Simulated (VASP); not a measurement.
Input:

```yaml
crystal:
  lattice:
    - [0.00000, 3.10125, 3.08074]
    - [3.11287, 0.00000, 3.08074]
    - [3.11287, 3.10125, 0.00000]
  atoms:
    - { symbol: Ga, position: [0.00000, 0.00000, 0.00000] }
    - { symbol: Sb, position: [0.24258, 0.25742, 0.25742] }
```

The numbers are results of PBE GGA, VASP's PBE PAW potentials (set 64) (plane waves; VASP), not measurements. Run with 400 eV cut-off, 4×4×4 Γ-centred mesh, Gaussian smearing of 0.050 eV, potentials Ga_d Sb.

**Question.** Give the stress tensor in GPa (positive for a compressed cell).

**Answer.** 
```
 0.95   0.00   0.00
 0.00   0.96  -0.87
 0.00  -0.87   1.17
```
The pressure is its mean diagonal, 1.03 GPa.

The compound is GaSb in the zinc blende structure. The cell was not relaxed at this level, atoms are displaced from their ideal sites. The k-mesh is coarse (spacing up to 0.44 per Å, 2π included), so the numbers may not be converged in it. The run is one of a series of settings (KPOINTS 4×4×4 Γ-centred mesh against the base run), some of them coarse on purpose.
